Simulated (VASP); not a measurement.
A cell of Ge (relaxed from the omega structure, space group P6/mmm) near equilibrium:

```
CELL_PARAMETERS angstrom
      4.87826     0.00000     0.00000
     -2.43913     4.22469     0.00000
      0.00000     0.00000     2.72029
ATOMIC_POSITIONS crystal
  Ge 0.00000 0.00000 0.00000
  Ge 0.33333 0.66667 0.50000
  Ge 0.66667 0.33333 0.50000
```

Method: r2SCAN meta-GGA, VASP's PBE PAW potentials (set 64) (plane waves; VASP).

| run | ΔE (meV/atom) | σxx | σyy | σzz | largest shear component, with its sign (GPa) | largest force (eV/Å) |
|---|---|---|---|---|---|---|
| as it is | 0.0 | 0.55 | 0.55 | -0.23 | 0.00 | 0.000 |
| after one change | 1.8 | 2.07 | 1.19 | -0.16 | 0.00 | 0.000 |
Stress is in GPa, positive when the cell is compressed.

**Question.** What was changed between the two runs?
A. isotropic strain of -4.0 %
B. uniaxial strain of -1.0 % along x
C. atom 3 (Ge) moved by -0.100 Å along z
D. uniaxial strain of +4.0 % along y

**Answer.** B, uniaxial strain of -1.0 % along x

The structure was generated: Ge was put into the omega type (P6/mmm), which need not be its known phase.
